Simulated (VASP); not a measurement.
All values below come from PBEsol GGA, VASP's PBE PAW potentials (set 64) (plane waves; VASP).

Input for VASP

### KPOINTS
```
Automatic mesh
0
Gamma
11 11 11
0 0 0
```

INCAR:
```
# general
SYSTEM =AuZn
PREC   =Accurate
ENCUT  =400   # plane-wave cut-off (eV)
LREAL  =.FALSE.   # projection in real space or not
LASPH  =.TRUE.

# electronic loop
EDIFF  =1E-6   # SCF stop (eV)
NELM   =100
ALGO   =Normal   # blocked Davidson
LMAXMIX=6

# smearing
ISMEAR =1
SIGMA  =0.1

# functional
GGA    =PS   # PBEsol

# ions
IBRION =2   # conjugate gradients
NSW    =60
ISIF   =3   # ions, shape and volume
EDIFFG =-0.01   # ionic stop

# output
LWAVE  =.FALSE.
LCHARG =.FALSE.
```

### POSCAR
```
AuZn
1.0
  3.1270379203   0.0000000000   0.0000000000
  0.0000000000   3.1270379203   0.0000000000
  0.0000000000   0.0000000000   3.1270379203
Zn Au
1 1
Cartesian
  1.5635189601   1.5635189601   1.5635189601
  0.0000000000   0.0000000000   0.0000000000
```

POTCAR, in this order: Zn Au (PBE.64 set). Program: vasp_std.

Unless said otherwise, spin-orbit coupling is left out, though it shifts the bands of the heavy elements here.

Problem. Predict the energy per atom (σ→0), band gap (on the k-mesh).

Solution. 
```json
{
 "energy per atom (σ→0)": "-2.975 eV/atom",
 "band gap (on the k-mesh)": "none (metal, semimetal or under 0.01 eV)"
}
```

**OSZICAR**
```
...
DAV:   5    -0.652962584924E+01   -0.24945E-03   -0.24945E-03  2058   0.478E-01    0.926E+00
DAV:   6    -0.599166505919E+01    0.53796E+00   -0.18514E+00  1757   0.171E+01    0.566E+00
DAV:   7    -0.596142477591E+01    0.30240E-01   -0.41361E-02  2348   0.416E+00    0.300E+00
DAV:   8    -0.595105217011E+01    0.10373E-01   -0.85981E-03  2106   0.114E+00    0.122E-01
DAV:   9    -0.595107947407E+01   -0.27304E-04   -0.40412E-04  1935   0.259E-01    0.627E-02
DAV:  10    -0.595108572957E+01   -0.62555E-05   -0.30203E-05  2211   0.993E-02    0.165E-02
DAV:  11    -0.595108548247E+01    0.24710E-06   -0.69128E-06  1792   0.601E-02
   1 F= -.59510855E+01 E0= -.59509065E+01  d E =-.595109E+01
```

The compound is AuZn in the CsCl type structure. It was relaxed first. The start is the result of an earlier pass. The electron count is odd and the run is not spin-polarised, which forces a metal.
